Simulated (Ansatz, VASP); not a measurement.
**Cross-check of K2Li2MgSi21O45 between VASP and Ansatz**

Wanted: the spread between two codes on one cell, functional and k mesh. The structure shown is frame 71 of Ansatz's trajectory.

Main program and level: Ansatz 0.2.0; plane waves, with VASP 6.6.1 beside it; single point at r2SCAN.

## Step 1: The starting structure

The cell holds 71 atoms: 21 Si, 2 K, 2 Li, 1 Mg and 45 O. Its edges and angles: a = 10.075 Å, b = 10.075 Å, c = 10.075 Å, α = 90.0°, β = 90.0°, γ = 90.0°. As first built, before any earlier steps moved the atoms (in the runner's words): 71 atoms (21 Si, 2 K, 2 Li, 1 Mg, 45 O) placed at random at 2.28 g/cm^3, melted at 4000 K for 10 ps at fixed volume with the Morse and Coulomb pair potential with partial charges (Pedone, Malavasi, Menziani, Cormack and Segre, J. Phys. Chem. B 110, 11780 (2006)). Quenched from 4000 K to 300 K at 10 K/ps and fixed volume, held 10 ps at zero pressure.

## Step 2: Ansatz: dynamics, r2SCAN

Ansatz runs on its default PAW (the set named soft_2) files.

One frame of this run of dynamics is then solved in both programs, so the motion causes no difference.

File input.yaml:

```yaml
crystal:
  lattice:
    - [10.0747, 0.0, 0.0]
    - [0.0, 10.0747, 0.0]
    - [0.0, 0.0, 10.0747]
  atoms:
    - { symbol: Si, position: [0.76303, 0.28903, 0.75232] }
    - { symbol: Si, position: [0.87015, 0.58659, 0.08168] }
    - { symbol: Si, position: [0.97332, 0.668, 0.37082] }
    - { symbol: Si, position: [0.9226, 0.01089, 0.21103] }
    - { symbol: Si, position: [0.23813, 0.86567, 0.85078] }
    - { symbol: Si, position: [0.27088, 0.75561, 0.3897] }
    - { symbol: Si, position: [0.2165, 0.94064, 0.15564] }
    - { symbol: Si, position: [0.89724, 0.94708, 0.49672] }
    - { symbol: Si, position: [0.8522, 0.27251, 0.04494] }
    - { symbol: Si, position: [0.63075, 0.02042, 0.64385] }
    - { symbol: Si, position: [0.18957, 0.00323, 0.578] }
    - { symbol: Si, position: [0.28571, 0.25021, 0.18013] }
    - { symbol: Si, position: [0.54493, 0.81368, 0.88377] }
    - { symbol: Si, position: [0.28206, 0.39704, 0.89902] }
    - { symbol: Si, position: [0.55864, 0.17325, 0.1025] }
    - { symbol: Si, position: [0.65274, 0.89507, 0.16324] }
    - { symbol: Si, position: [0.05902, 0.6084, 0.84211] }
    - { symbol: Si, position: [0.55455, 0.51653, 0.8033] }
    - { symbol: Si, position: [0.22867, 0.29776, 0.46565] }
    - { symbol: Si, position: [0.96968, 0.43962, 0.57107] }
    - { symbol: Si, position: [0.45605, 0.50464, 0.49946] }
    - { symbol: K, position: [0.69768, 0.28933, 0.38463] }
    - { symbol: K, position: [0.6971, 0.68948, 0.54861] }
    - { symbol: Li, position: [0.50164, 0.93568, 0.36256] }
    - { symbol: Li, position: [0.38766, 0.15504, 0.80757] }
    - { symbol: Mg, position: [0.58734, 0.60518, 0.23878] }
    - { symbol: O, position: [0.0318, 0.99772, 0.56388] }
    - { symbol: O, position: [0.37242, 0.6497, 0.44768] }
    - { symbol: O, position: [0.57602, 0.92148, 0.76629] }
    - { symbol: O, position: [0.28146, 0.30772, 0.77435] }
    - { symbol: O, position: [0.91048, 0.42122, 0.08611] }
    - { symbol: O, position: [0.62247, 0.7991, 0.27917] }
    - { symbol: O, position: [0.5936, 0.66249, 0.83629] }
    - { symbol: O, position: [0.49754, 0.53097, 0.64529] }
    - { symbol: O, position: [0.94108, 0.6418, 0.95301] }
    - { symbol: O, position: [0.17046, 0.51434, 0.89335] }
    - { symbol: O, position: [0.57876, 0.49973, 0.39594] }
    - { symbol: O, position: [0.09543, 0.3666, 0.52061] }
    - { symbol: O, position: [0.268, 0.08854, 0.17679] }
    - { symbol: O, position: [0.12996, 0.6772, 0.38225] }
    - { symbol: O, position: [0.67088, 0.41245, 0.79323] }
    - { symbol: O, position: [0.45024, 0.25383, 0.1944] }
    - { symbol: O, position: [0.91697, 0.80026, 0.44218] }
    - { symbol: O, position: [0.23553, 0.97513, 0.73103] }
    - { symbol: O, position: [0.77403, 0.95767, 0.59268] }
    - { symbol: O, position: [0.70107, 0.25542, 0.09309] }
    - { symbol: O, position: [0.84605, 0.25845, 0.88902] }
    - { symbol: O, position: [0.35667, 0.38233, 0.48602] }
    - { symbol: O, position: [0.00481, 0.53533, 0.70728] }
    - { symbol: O, position: [0.66752, 0.16667, 0.70609] }
    - { symbol: O, position: [0.24192, 0.88185, 0.48751] }
    - { symbol: O, position: [0.50305, 0.14384, 0.96362] }
    - { symbol: O, position: [0.38092, 0.79991, 0.87647] }
    - { symbol: O, position: [0.53062, 0.02314, 0.52798] }
    - { symbol: O, position: [0.20412, 0.30985, 0.30157] }
    - { symbol: O, position: [0.43308, 0.4692, 0.89364] }
    - { symbol: O, position: [0.29537, 0.82864, 0.24724] }
    - { symbol: O, position: [0.26174, 0.32212, 0.04081] }
    - { symbol: O, position: [0.86015, 0.33167, 0.63135] }
    - { symbol: O, position: [0.58701, 0.03764, 0.18527] }
    - { symbol: O, position: [0.59963, 0.85027, 0.02627] }
    - { symbol: O, position: [0.20447, 0.91249, 0.9949] }
    - { symbol: O, position: [0.06447, 0.94293, 0.21129] }
    - { symbol: O, position: [0.71401, 0.59127, 0.10043] }
    - { symbol: O, position: [0.87906, 0.03897, 0.3674] }
    - { symbol: O, position: [0.91846, 0.14502, 0.11861] }
    - { symbol: O, position: [0.91918, 0.54527, 0.46301] }
    - { symbol: O, position: [0.22785, 0.14324, 0.51224] }
    - { symbol: O, position: [0.1208, 0.754, 0.80833] }
    - { symbol: O, position: [0.92924, 0.64831, 0.21762] }
    - { symbol: O, position: [0.80749, 0.91462, 0.15597] }
kpoints:
  mp_grid: { grid: [1, 1, 1] }
hamiltonian:
  xc: r2scan
scf:
  occupations: { method: gaussian, width: 0.05 }
output:
  forces: true
md:
  timestep: 1.0
  n_steps: 212
  ensemble: nve
  temperature: 300
  initial_velocities: maxwell_boltzmann
  seed: 823
```

Started as:

```bash
> ansatz run input.yaml --threads 4 --pin off --max-ram 8192MiB --backend cpu --events-out ev --progress --plain --runs-dir out
```

Numbers of over 12 decimals in the logs are rounded to 6 here.

What it wrote:

```text
Warning: md: disabling space-group detection — thermal motion breaks the input geometry's symmetry, so no spatial operation reduces the k-mesh or symmetrises the density; time reversal is kept, so that k and −k are solved as one point where they differ and the mesh holds both, and exact exchange and, on two spinor components, a DFT+U term hold to it where the run has them: on two components no moment then forms, and  [...]
Engine: ansatz 0.2.0, aarch64-unknown-linux-gnu
Pseudopotentials: kind: paw
Pseudopotential: Si, paw, valence charge 4, recommended cutoff 500 eV (meta_gga), Si.paw.azcp
Pseudopotential: K, paw, valence charge 9, recommended cutoff 500 eV (meta_gga), K.paw.azcp
Pseudopotential: Li, paw, valence charge 3, recommended cutoff 500 eV (meta_gga), Li.paw.azcp
Pseudopotential: Mg, paw, valence charge 10, recommended cutoff 500 eV (meta_gga), Mg.paw.azcp
Pseudopotential: O, paw, valence charge 6, recommended cutoff 500 eV (meta_gga), O.paw.azcp
Functional definition: r2SCAN
  parameter k0 = 0.174
  parameter k1 = 0.065
  parameter a1 = 4.9479
  exchange = r2scan_x(k0 = k0, k1 = k1, a1 = a1)
  correlation = r2scan_c
Crystal: 71 atoms, lattice volume = 1022.578 Å³
Basis set: ecut = 500 eV, 25821 PW (Γ), exchange–correlation on 300×300×300 points (64 copies of the dense FFT grid, shifted against one another)
Bands: 265, of which v1, the nominal top of the filled ones, is band 194 counted from 1 (193 counted from 0)
Symmetry: 1 space group operations
k-points: 1
Non-local potential: Si, projectors of the file, l = 0: 2, l = 1: 2, l = 2: 2
Non-local potential: K, projectors of the file, l = 0: 3, l = 1: 2, l = 2: 2
Non-local potential: Li, projectors of the file, l = 0: 3, l = 1: 2, l = 2: 1
Non-local potential: Mg, projectors of the file, l = 0: 3, l = 1: 2, l = 2: 1
Non-local potential: O, projectors of the file, l = 0: 2, l = 1: 2, l = 2: 1
PAW form: soft (Blöchl's): semilocal exchange-correlation on the pseudo side does not see the compensation charge
PAW frozen core: Si, regenerated for the run's functional (the file was generated under x = pbe(κ = 0.804, μ = 0.219515), c = pbe(β = 0.066725))
PAW frozen core: K, regenerated for the run's functional (the file was generated under x = pbe(κ = 0.804, μ = 0.219515), c = pbe(β = 0.066725))
PAW frozen core: Mg, regenerated for the run's functional (the file was generated under x = pbe(κ = 0.804, μ = 0.219515), c = pbe(β = 0.066725))
PAW frozen core: O, regenerated for the run's functional (the file was generated under x = pbe(κ = 0.804, μ = 0.219515), c = pbe(β = 0.066725))
PAW one-centre angular grid: Si, 302 points (default); XC on 160 Gauss nodes
PAW one-centre angular grid: K, 302 points (default); XC on 160 Gauss nodes
PAW one-centre angular grid: Li, 302 points (default); XC on 327 of its mesh's 2665 points in the sphere
PAW one-centre angular grid: Mg, 302 points (default); XC on 224 Gauss nodes
PAW one-centre angular grid: O, 302 points (default); XC on 160 Gauss nodes
Initial density: superposition of atomic densities (neutral atoms: chi_scale 0, normalization atom), corrected by the library's trained network
Initial wavefunctions: pseudopotential atomic-orbital guess
Functional: x = r2scan, c = r2scan; τ floored in thin density (d = 2e-4 eV/Å³)
SCF iter   1: F=—  HF=-44509.958929 eV  |F-HF|=—  |Δ(HF+E_count)|=         —  Δρ=7.09e-3  dr2=5.52e-1  dr2_τ=5.68e0  ethr=1.77e-3  ⟨swp⟩=6.0  Hψ=1265  notcnv=0  defer=60
preconditioner: auto → Resta (q_TF=auto, 2.321 Å⁻¹)  ε∞=2.7  [insulator: Δε(μ)=3.850 eV  Ē_g=17.307 eV  σ=0.050 eV  W_gap=1.00  n_scr=202 (ndim 8)  ℏωp=22.4 eV  f_vac=0.193  D(μ)=0.00/eV (n_scr^D=0)  ε∞_Penn≈2.7]
SCF iter   2: F=—  HF=-44511.838192 eV  |F-HF|=—  |Δ(HF+E_count)|=    1.88e0  Δρ=4.52e-3  dr2=1.50e-1  dr2_τ=1.20e-2  ethr=1.42e-4  ⟨swp⟩=3.0  Hψ=499  notcnv=0  defer=66
SCF iter   3: F=—  HF=-44511.818267 eV  |F-HF|=—  |Δ(HF+E_count)|=   1.99e-2  Δρ=1.01e-3  dr2=1.15e-2  dr2_τ=2.07e-3  ethr=3.86e-5  ⟨swp⟩=2.0  Hψ=392  notcnv=0  defer=26
automatic band count: iteration 3 solves 225 bands in place of 265: the levels show a gap, and the empty bands left out lie too high to hold charge; the band table lists the bands solved (type scf.n_extra_bands for more)
SCF iter   4: F=—  HF=-44511.817116 eV  |F-HF|=—  |Δ(HF+E_count)|=   1.15e-3  Δρ=4.81e-4  dr2=1.80e-3  dr2_τ=2.92e-4  ethr=2.97e-6  ⟨swp⟩=2.0  Hψ=350  notcnv=0  defer=26
[...]
automatic band count: iteration 1 solves 225 bands in place of 265: the levels show a gap, and the empty bands left out lie too high to hold charge; the band table lists the bands solved (type scf.n_extra_bands for more)
md step   208: t =   208.00 fs  T =   424.6 K  F+E_penalty+E_count = -44512.94706843 eV  E_kin = 3.842088 eV  conserved = -44509.10498075 eV  (3 SCF iters)
[...]
md step   209: t =   209.00 fs  T =   424.0 K  F+E_penalty+E_count = -44512.94118378 eV  E_kin = 3.836183 eV  conserved = -44509.10500072 eV  (3 SCF iters)
[...]
md step   210: t =   210.00 fs  T =   420.1 K  F+E_penalty+E_count = -44512.90605713 eV  E_kin = 3.801436 eV  conserved = -44509.10462141 eV  (8 SCF iters)
[...]
md step   211: t =   211.00 fs  T =   413.8 K  F+E_penalty+E_count = -44512.84768914 eV  E_kin = 3.743771 eV  conserved = -44509.10391838 eV  (4 SCF iters)
[...]
md step   212: t =   212.00 fs  T =   406.1 K  F+E_penalty+E_count = -44512.77719446 eV  E_kin = 3.674156 eV  conserved = -44509.10303875 eV  (8 SCF iters)
iter 1 solved again at ethr=1.16e-11 eV; its pass at ethr=3.10e-3 eV (dr2=4.48e-8 eV) is discarded
SCF iter   1: F=—  HF=-44512.777194 eV  |F-HF|=—  |Δ(HF+E_count)|=         —  Δρ=2.14e-6  dr2=4.54e-8  dr2_τ=3.46e-9  ethr=1.16e-11  ⟨swp⟩=14.0  Hψ=1426  notcnv=0  defer=2
preconditioner: auto → Resta (q_TF=auto, 2.321 Å⁻¹)  ε∞=2.7  [insulator: Δε(μ)=4.110 eV  Ē_g=17.144 eV  σ=0.050 eV  W_gap=1.00  n_scr=202 (ndim 8)  ℏωp=22.4 eV  f_vac=0.197  D(μ)=0.00/eV (n_scr^D=0)  ε∞_Penn≈2.7]
SCF iter   2: F=-44512.777194 eV  HF=-44512.777194 eV  |F-HF|=2.22e-8  |Δ(HF+E_count)|=   1.89e-8  Δρ=8.49e-7  dr2=1.18e-8  dr2_τ=9.19e-10  ethr=1.16e-11  ⟨swp⟩=4.0  Hψ=744  notcnv=0
SCF 214 converged in 2 iterations: F = -44512.777194 eV  dr2 = 1.18e-8
SCF converged after 2 iterations
Free energy (F): -44512.777194 eV
Harris-Foulkes:  -44512.777194 eV  (|F-HF|=2.22e-8)
Internal energy: -44512.777194 eV  (E = F + TS)
E sigma→0 (E₀):  -44512.777194 eV
Fermi energy:    4.868777 eV
--- Per-component energies (eV) ---
  E_band       = -2819.865228
  E_kinetic    = 9638.409639
  E_local      = -28691.349875  (includes V_loc(G=0)·N_el)
  E_nonlocal   = 2665.497218
  E_hartree    = 10692.183133
  E_xc         = -4735.762294
  E_vxc        = -6321.596938  (∫ρ·V_xc dr)
  E_paw        = -20066.176811  (= ΣΔE_a)
  E_vpaw       = -1894.826863  (= ΣTr[D̂ρ^β])
  E_aug_tail   = 0.047578  (compensation charges beyond the density's cutoff)
  E_vtau       = 399.589269  (kinetic-family band-sum trace: ∫τ·v_τ [+ j·A + Jᵃ·Aᵃ] dr)
  E_ewald      = -14012.164771
  E_core_change = -3.461012  (= ΣΔE_core)
  E_smearing   = -0.000000  (= −TS)
  E_closure    = 0.000000  (closes the sum)
  Σ components = -44512.777194   (vs F -44512.777194, Δ=0.00e0)
--- Forces (eV/Å), atoms counted from 1 ---
  atom   1  Si     0.64479162    -0.00566235    -0.72822230
  atom   2  Si    -0.35626118    -2.09918065     0.32749593
  atom   3  Si     1.69978638    -1.14488248     0.95081160
  atom   4  Si     1.14605307    -0.32691393     0.61521926
  atom   5  Si     1.54516747     0.48008787     1.68714950
  atom   6  Si    -2.02237137    -0.28194228    -0.11226681
  atom   7  Si    -0.76057709     0.68900723    -0.42972077
  atom   8  Si    -1.20708093     0.91627916     0.81480238
  atom   9  Si     1.34549751    -0.37366528     0.23531643
  atom  10  Si    -0.44983141    -0.21238005     2.40042509
  atom  11  Si     0.98528103     0.37717433    -1.09995404
  atom  12  Si    -2.70855937    -2.60844094     2.74769883
  atom  13  Si    -0.20209585     0.37120073    -0.32650888
  atom  14  Si     0.56276993     1.67259523    -1.10272714
  atom  15  Si     0.07277490     1.67902331    -2.26207162
  atom  16  Si    -1.62111270    -1.17471745    -0.81386872
  atom  17  Si     3.88115154    -2.07468780    -0.99724123
  atom  18  Si    -1.81330007    -2.18799994    -0.39758614
  atom  19  Si    -0.50408818     3.67509374     0.35359160
  atom  20  Si     1.93429767    -1.08070836    -0.11399770
  atom  21  Si    -2.14542894    -0.86428369     0.63666304
  atom  22  K      0.35658424     0.29789251     0.37891883
  atom  23  K     -0.59697014     0.14838460     0.58063211
  atom  24  Li    -0.50941091    -0.74652994    -0.72050038
[...]
atom  64  O      1.37737193     0.06076195    -0.68245899
  atom  65  O      0.00630016     0.05436915    -2.26150595
  atom  66  O     -0.23115641     0.46894225    -0.43084769
  atom  67  O      0.57493287     1.27489191    -0.95991348
  atom  68  O     -0.23417413    -0.72755202     0.31759567
  atom  69  O      0.04778331     0.51139238     0.24266895
  atom  70  O     -0.82354579    -0.36604211    -2.18190482
  atom  71  O      0.58667545     0.44650698     0.64435526
  max |Σ_I F_I| component: 8.13e-5 eV/Å
--- MD trajectory: 212 steps, t = 0.0 → 212.0 fs ---
  final state: T = 406.1 K   F+E_penalty+E_count = -44512.77719446 eV   E_kin = 3.674156 eV
  conserved energy: peak-to-peak 7.297e-3 eV (1.028e-4 eV/atom) over 212.0 fs
```

(Part 1 of 2 ends here.)

[Lines on the potential files, build, host, timing and source positions are cut from VASP's logs without a mark.]

[Logs are printed without paths, hosts, clocks, repeated set-up lines and the standing remarks that a program may print on its own settings, such as how far it seeks lower states.]

[Hosts, paths, dates, database ids (printed as entryN), source tags and the programs' standing remarks are cut or masked in the printed files.]
